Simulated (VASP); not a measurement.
Method: PBE GGA, VASP's PBE PAW potentials (set 64) (plane waves; VASP).

VASP input:

### KPOINTS
```
K-points
0
Gamma
12 12 12
0 0 0
```

POSCAR:
```
AlN
1.0
  0.0000000000   2.2005712241   2.2005712241
  2.2005712241   0.0000000000   2.2005712241
  2.2005712241   2.2005712241   0.0000000000
Al N
1 1
direct
  0.0000000000   0.0000000000   0.0000000000
  0.7500000000   0.7500000000   0.7500000000
```

**INCAR**
```
ALGO=Fast
EDIFF=1E-5
EDIFFG=-0.03
ENCUT=450
GGA=PE
IBRION=2
ISIF=2
ISMEAR=0
LASPH=.TRUE.
LCHARG=.FALSE.
LREAL=.FALSE.
LWAVE=.FALSE.
NELM=100
NELMIN=4
NSW=20
PREC=Normal
SIGMA=0.05
SYSTEM=AlN
```

POTCAR, in this order: Al N (PBE.64 set). Program: vasp_std.

Problem. Estimate the energy per atom (σ→0), band gap (on the k-mesh).

Solution. 
```yaml
energy per atom (σ→0): -7426 meV/atom
band gap (on the k-mesh): 3.30 eV
```

### OSZICAR
```
...
RMM:   6    -0.148438382142E+02    0.23430E+01   -0.48400E+00  1152   0.164E+01    0.283E+00
RMM:   7    -0.148593643712E+02   -0.15526E-01   -0.35250E-01  1152   0.597E+00    0.201E+00
RMM:   8    -0.148566034313E+02    0.27609E-02   -0.36118E-02  1152   0.226E+00    0.442E-01
RMM:   9    -0.148521974462E+02    0.44060E-02   -0.71267E-03  1152   0.771E-01    0.208E-01
RMM:  10    -0.148524397405E+02   -0.24229E-03   -0.43436E-03  1152   0.517E-01    0.108E-01
RMM:  11    -0.148522088734E+02    0.23087E-03   -0.43416E-04  1152   0.223E-01    0.333E-02
RMM:  12    -0.148522037317E+02    0.51417E-05   -0.66401E-05  1127   0.812E-02
   1 F= -.14852204E+02 E0= -.14852204E+02  d E =-.148522E+02
```

The compound is AlN in the zinc blende structure, a metastable form; wurtzite is the usual one. It was relaxed first.
